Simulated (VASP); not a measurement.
# ZrTl2Se3 (P1) in VASP: further runs

The runs below take ZrTl2Se3 through single point, with PBE.

Everything below comes from runs of VASP 6.6.1. Logs are shortened: lines on timing, memory, paths and dates and some standing lists are left out, and cuts for length are marked.

## (1) The crystal as given

The typed cell holds 12 atoms: a = 8.126 Å, b = 3.865 Å, c = 10.549 Å, α = 90.00°, β = 97.48°, γ = 90.00°.

The cell was built by a generator and needn't be a form met in nature.

## (2) Single point, PBE

Contents of INCAR:

```
SYSTEM = ZrTl2Se3
PREC     = Accurate       ! precision mode
ENCUT    = 520            ! plane-wave cutoff, eV
EDIFF    = 1E-7           ! SCF threshold, eV
ISMEAR   = 1              ! smearing method
SIGMA    = 0.0775         ! smearing width, eV
LREAL    = .False.        ! projectors in reciprocal space
LASPH    = .True.         ! aspherical terms in the spheres
NELM     = 80             ! most SCF steps
ALGO     = Fast           ! electronic algorithm
ISIF     = 2              ! what is computed and relaxed
LWAVE    = .False.        ! write WAVECAR
LCHARG   = .False.        ! write CHGCAR
GGA      = PE             ! functional
NBANDS   = 68             ! bands
```

Contents of KPOINTS:

```
Automatic mesh
0
Gamma
  2 4 2
  0 0 0
```

Contents of POSCAR:

```
ZrTl2Se3
1.0
    8.1264060000      0.0000000000      0.0000000000
    0.0000000000      3.8652250000      0.0000000000
   -1.3725240000      0.0000000000     10.4591840000
Tl Zr Se
4 2 6
Direct
    0.0663416606      0.2484372837      0.6596964926
    0.9352998050      0.7465138511      0.3377521612
    0.7471884370      0.2542237515      0.0023661502
    0.2509015395      0.7502634387      1.0009178536
    0.4105225265      0.2341043536      0.3355990295
    0.5926893675      0.7584549412      0.6590022702
    0.1398519989      0.2501230847      0.1906342789
    0.8598064247      0.7559422802      0.8080369367
    0.4531128808      0.2594943373      0.7885845588
    0.5475199838      0.7378864102      0.2148171406
    0.6844292380      0.2441769884      0.5142568483
    0.3122644761      0.7624259907      0.4880103457
```

Potentials or basis: VASP PAW PBE potentials, release 64 (Tl_d, Zr_sv, Se).

Run with:

```console
> cat potpaw_PBE.64/Tl_d/POTCAR potpaw_PBE.64/Zr_sv/POTCAR potpaw_PBE.64/Se/POTCAR > POTCAR
> mpirun -np 1 vasp_std > vasp.out
```

OUTCAR:

```text
SYSTEM = ZrTl2Se3
   PREC = Accurate
   ENCUT = 520
   EDIFF = 1E-7
   ISMEAR = 1
   LREAL = .False.
   LASPH = .True.
   NELM = 80
   ISIF = 2
   GGA = PE

 ion  position               nearest neighbor table
   1  0.066  0.248  0.660-   8 3.09   8 3.13   9 3.26  11 3.28  12 3.43   2 3.93   2 3.94
   2  0.935  0.747  0.338-   7 3.09   7 3.10  10 3.25  12 3.26   1 3.93   1 3.94   3 4.13
   3  0.747  0.254  0.002-   8 3.04   8 3.05   9 3.07   2 4.13
   4  0.251  0.750  0.001-   7 3.00   7 3.00  10 3.08
   5  0.411  0.234  0.336-   7 2.51  12 2.62  10 2.63  10 2.65  11 2.72  12 2.78
   6  0.593  0.758  0.659-   8 2.51  11 2.59  11 2.67   9 2.70   9 2.70  12 2.72
   7  0.140  0.250  0.191-   5 2.51   4 3.00   4 3.00   2 3.09   2 3.10
   8  0.860  0.756  0.808-   6 2.51   3 3.04   3 3.05   1 3.09   1 3.13
   9  0.453  0.259  0.789-   6 2.70   6 2.70   3 3.07   1 3.26
  10  0.548  0.738  0.215-   5 2.63   5 2.65   4 3.08   2 3.25
  11  0.684  0.244  0.514-   6 2.59   6 2.67   5 2.72   1 3.28
  12  0.312  0.762  0.488-   5 2.62   6 2.72   5 2.78   2 3.26   1 3.43

  LATTYP: Found a simple monoclinic cell.
 ALAT       =     8.1264060000
 B/A-ratio  =     0.4756376927
 C/A-ratio  =     1.2980960447
 COS(beta)  =    -0.1301111767

  Lattice vectors:

 A1 = (   8.1264060000,   0.0000000000,   0.0000000000)
 A2 = (   0.0000000000,   3.8652250000,   0.0000000000)
 A3 = (  -1.3725240000,   0.0000000000,  10.4591840000)

Analysis of symmetry for initial positions (statically):
=====================================================================
 Subroutine PRICEL returns:
 Original cell was already a primitive cell.

 Routine SETGRP: Setting up the symmetry group for a
 simple monoclinic supercell.

 Subroutine GETGRP returns: Found  1 space group operations
 (whereof  1 operations were pure point group operations)
 out of a pool of  4 trial point group operations.

The static configuration has the point symmetry C_1 .

Analysis of symmetry for dynamics (positions and initial velocities):
=====================================================================
 Subroutine PRICEL returns:
 Original cell was already a primitive cell.

 Routine SETGRP: Setting up the symmetry group for a
 simple monoclinic supercell.

 Subroutine GETGRP returns: Found  1 space group operations
 (whereof  1 operations were pure point group operations)
 out of a pool of  4 trial point group operations.

[... 119 lines left out ...]
   NUPDOWN=      -1.0000    fix difference up-down
   EMIN   =  10.00;   EMAX   =-10.00  energy-range for DOS
   EFERMI =   0.00;   METHOD = LEGACY
   ISMEAR =     1;   SIGMA  =   0.08  broadening in eV -4-tet -1-fermi 0-gaus
   EFERMI_NEDOS =   21; number of points for ismear=-14 and -15
   IALGO  =     68    algorithm
   IMIX   =      4    mixing-type and parameters
     AMIX     =   0.40;   BMIX     =  1.00
     AMIX_MAG =   1.60;   BMIX_MAG =  1.00
  volume/ion in A,a.u.               =      27.38       184.75
  Fermi-wavevector in a.u.,A,eV,Ry     =   1.143643  2.161172 17.795322  1.307919
  Thomas-Fermi vector in A             =   2.280338
   LORBIT       =      0    0 simple, 1 ext, 2 COOP (PROOUT), +10 PAW based schemes
   GGA     = PE    functional components
   LHFCALC =     F    Hartree Fock is set to
   AEXX    =    0.0000 exact exchange contribution
   IVDW    =     0    specifies the selected vdW correction
   LEPSILON=     F    determine dielectric tensor
   LRPA    =     F    only Hartree local field effects (RPA)
 non-spin polarized calculation
 RMM-DIIS sequential band-by-band and
 Methfessel and Paxton  Order N= 1 SIGMA  =   0.08
  energy-cutoff  :      520.00
  volume of cell :      328.53
 maximum number of plane-waves:      8904
   NGX = 31   NGY = 15   NGZ = 39

 number of electron     111.9999997 magnetization

 Free energy of the ion-electron system (eV)
  ---------------------------------------------------
  ext. energy  EPLUGINS =         0.00000000
  ---------------------------------------------------
  free energy    TOTEN  =       -57.26474484 eV

  energy without entropy =      -57.26502578  energy(sigma->0) =      -57.26483849

 E-fermi :   4.9524     XC(G=0):  -9.4915

 val. band max:        4.8871204246   @ k =   0.5000   0.0000   0.5000
 cond. band min:       5.4438286524   @ k =   0.0000   0.0000   0.0000
 fundamental gap:      0.5567082278
 Fermi energy:         4.9523649851

 k-point     1 :       0.0000    0.0000    0.0000
  band No.  band energies     occupation
      1     -44.7032      2.00000
      2     -44.6542      2.00000
      3     -22.8105      2.00000
      4     -22.7705      2.00000
      5     -22.7353      2.00000
      6     -22.7105      2.00000
[... 841 lines left out ...]
     67       8.4399      0.00000
     68       8.5078      0.00000

------------------------ aborting loop because EDIFF is reached ----------------------------------------

  FORCE on cell =-STRESS in cart. coord.  units (eV):
  Direction    XX          YY          ZZ          XY          YZ          ZX
  --------------------------------------------------------------------------------------
  -------------------------------------------------------------------------------------
  Total        9.7633275      9.5858380      9.8173845      1.0719708     -1.0974372      1.6119212
  in kB       47.6142929     46.7487032     47.8779211      5.2278416     -5.3520379      7.8610997
  external PRESSURE =      47.4136391 kB  Pullay stress =       0.0000000 kB

 VOLUME and BASIS-vectors are now :
 -----------------------------------------------------------------------------
  energy-cutoff  :      520.00
  volume of cell :      328.53
      direct lattice vectors                 reciprocal lattice vectors
     8.126406000  0.000000000  0.000000000     0.123055629  0.000000000  0.016148182
     0.000000000  3.865225000  0.000000000     0.000000000  0.258717151  0.000000000
    -1.372524000  0.000000000 10.459184000     0.000000000  0.000000000  0.095609753

 POSITION                                       TOTAL-FORCE (eV/Angst)
 -----------------------------------------------------------------------------------
     -0.36633      0.96027      6.89989         0.076219      0.027290     -0.007887
      7.13705      2.88544      3.53261         0.006121      0.021727      0.089066
      6.06871      0.98263      0.02475        -0.104228     -0.005769      0.034237
      2.03767      2.89994      0.00960         0.139796      0.005852     -0.305116
      2.87546      0.90487      3.51009         0.140523      0.138730      0.179555
      3.91194      2.93160      6.89263        -0.733938     -0.146788      0.625030
      0.87484      0.96678      1.99388        -0.959502     -0.018594     -0.380500
      5.87809      2.92189      8.45141         0.983634     -0.034802      0.496776
      2.59983      1.00300      8.24795        -0.360044     -0.132761      0.219129
      4.15453      2.85210      2.24681         0.567421      0.180289     -0.504952
      4.85612      0.94380      5.37871         1.114086      0.345168     -0.519847
      1.86778      2.94695      5.10419        -0.870089     -0.380343      0.074509
 -----------------------------------------------------------------------------------
    total drift:                                0.000035     -0.000289      0.000050

  FREE ENERGIE OF THE ION-ELECTRON SYSTEM (eV)
  ---------------------------------------------------
  free  energy   TOTEN  =       -57.2647448426 eV

  energy  without entropy=      -57.2650257805  energy(sigma->0) =      -57.26483849
```

stdout:

```text
[... 24 lines left out ...]
```

Wall time 4.6 min (1 thread of Intel Xeon 6975P-C (Granite Rapids), shared host); peak memory 0.51 GiB.

What came out:

```yaml
Free_energy: -57.2647 eV
Pressure: 4.7 GPa
Largest_force: 1.277 eV/Å
Band_gap_on_the_k_mesh: 0.56 eV, indirect (least direct gap 0.58 eV)
```

Forces in eV/Å, atoms in the order of the input:
```
Tl   0.076  0.027 -0.008
Tl   0.006  0.022  0.089
Tl  -0.104 -0.006  0.034
Tl   0.140  0.006 -0.305
Zr   0.141  0.139  0.180
Zr  -0.734 -0.147  0.625
Se  -0.960 -0.019 -0.381
Se   0.984 -0.035  0.497
Se  -0.360 -0.133  0.219
Se   0.567  0.180 -0.505
Se   1.114  0.345 -0.520
Se  -0.870 -0.380  0.075
```

Caveat: spin-orbit coupling is left out, which as a rule narrows the gap of such compounds by several tenths of an eV; forces of over 1 eV/Å show positions far from the minimum, so gaps and moduli don't describe the material at rest. As with any semilocal functional, this PBE gap is likely too small.

[end of part 1 of 2]
